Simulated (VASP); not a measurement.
Output of a VASP run:

**OSZICAR**
```
       N       E                     dE             d eps       ncg     rms          rms(c)
DAV:   1     0.415891777155E+03    0.41589E+03   -0.22076E+04  1528   0.125E+03
DAV:   2    -0.177253942488E+02   -0.43362E+03   -0.43128E+03  1648   0.386E+02
DAV:   3    -0.490377440720E+02   -0.31312E+02   -0.31035E+02  1618   0.884E+01
DAV:   4    -0.504015612950E+02   -0.13638E+01   -0.13628E+01  1510   0.162E+01
DAV:   5    -0.504497095773E+02   -0.48148E-01   -0.48125E-01  1743   0.267E+00    0.298E+01
DAV:   6    -0.487829480817E+02    0.16668E+01   -0.16025E+01  1493   0.208E+01    0.108E+01
DAV:   7    -0.485196997381E+02    0.26325E+00   -0.63664E+00  1536   0.101E+01    0.565E+00
DAV:   8    -0.483614321070E+02    0.15827E+00   -0.94954E-01  1683   0.517E+00    0.943E-01
DAV:   9    -0.483614742553E+02   -0.42148E-04   -0.74527E-02  1772   0.128E+00    0.529E-01
DAV:  10    -0.483599723527E+02    0.15019E-02   -0.19791E-02  1689   0.908E-01    0.174E-01
DAV:  11    -0.483598372299E+02    0.13512E-03   -0.27218E-03  1612   0.294E-01    0.107E-01
DAV:  12    -0.483598244097E+02    0.12820E-04   -0.95767E-05  1566   0.575E-02    0.578E-02
DAV:  13    -0.483598134925E+02    0.10917E-04   -0.11246E-04  1602   0.528E-02    0.386E-03
DAV:  14    -0.483598137490E+02   -0.25651E-06   -0.38756E-06  1219   0.112E-02
   1 F= -.48359814E+02 E0= -.48359814E+02  d E =-.367101-110
```

OUTCAR:
```
------------------------ aborting loop because EDIFF is reached ----------------------------------------
  FORCE on cell =-STRESS in cart. coord.  units (eV):
  Direction    XX          YY          ZZ          XY          YZ          ZX
  --------------------------------------------------------------------------------------
  Total       -4.2345181     -4.2345195     -2.7118316      0.0000000     -0.0000000      0.0000000
  in kB      -51.8957342    -51.8957518    -33.2345941      0.0000000     -0.0000000      0.0000000
  external PRESSURE =     -45.6753600 kB  Pullay stress =       0.0000000 kB
  volume of cell :      130.73
      direct lattice vectors                 reciprocal lattice vectors
     3.316610000  0.000000000  0.000000000     0.301512689  0.174078403  0.000000000
    -1.658305000  2.872269000  0.000000000     0.000000000  0.348156806  0.000000000
     0.000000000  0.000000000 13.723453000     0.000000000  0.000000000  0.072867958
 POSITION                                       TOTAL-FORCE (eV/Angst)
 -----------------------------------------------------------------------------------
      1.65831      0.95742     10.29259         0.000000     -0.000000      0.000000
     -0.00000      1.91485      3.43086        -0.000000      0.000000      0.000000
     -0.00000      1.91485     11.95313         0.000000      0.000000     -0.184560
      1.65831      0.95742      1.77033        -0.000000     -0.000000      0.184560
      1.65831      0.95742      5.09140        -0.000000     -0.000000     -0.184560
     -0.00000      1.91485      8.63205         0.000000     -0.000000      0.184560
 -----------------------------------------------------------------------------------
    total drift:                                0.000555     -0.000320      0.000743
  FREE ENERGIE OF THE ION-ELECTRON SYSTEM (eV)
  ---------------------------------------------------
  free  energy   TOTEN  =       -48.3598137490 eV

  energy  without entropy=      -48.3598137490  energy(sigma->0) =      -48.35981375
```
(Selected blocks of OUTCAR.)

File POSCAR:
```
WSe2
1
    3.3166100000     0.0000000000     0.0000000000
   -1.6583050000     2.8722690000     0.0000000000
    0.0000000000     0.0000000000    13.7234530000
W Se
2 4
Direct
  0.6666670000   0.3333330000   0.7500000000
  0.3333330000   0.6666670000   0.2500000000
  0.3333330000   0.6666670000   0.8710000000
  0.6666670000   0.3333330000   0.1290000000
  0.6666670000   0.3333330000   0.3710000000
  0.3333330000   0.6666670000   0.6290000000
```

Problem. Reconstruct the remaining input files.

Solution. One answer among several that fit: the input of the run itself, LDA (Ceperley-Alder, Perdew-Zunger), plane waves, VASP's LDA PAW potentials (set 64).

**KPOINTS**
```
Regular mesh
0
Gamma
9 9 2
0 0 0
```

**INCAR**
```
ALGO=Normal
EDIFF=1E-6
ENCUT=300
ISIF=2
ISMEAR=0
LASPH=.True.
LCHARG=.False.
LMAXMIX=6
LREAL=.False.
LWAVE=.False.
NBANDS=27
NELM=100
PREC=Accurate
SIGMA=0.01
SYSTEM=WSe2
```

POTCAR, in this order: W_sv Se (LDA.64 set). Program: vasp_std.

At this cut-off the stress carries a Pulay error, which pulls relaxed volumes low.

The structure comes from a computed database's WSe2 entry; how it stands against other phases isn't given here. The cell was not relaxed at this level. The run is one of a series of settings (NBANDS = 27 against the base run), some of them coarse on purpose.
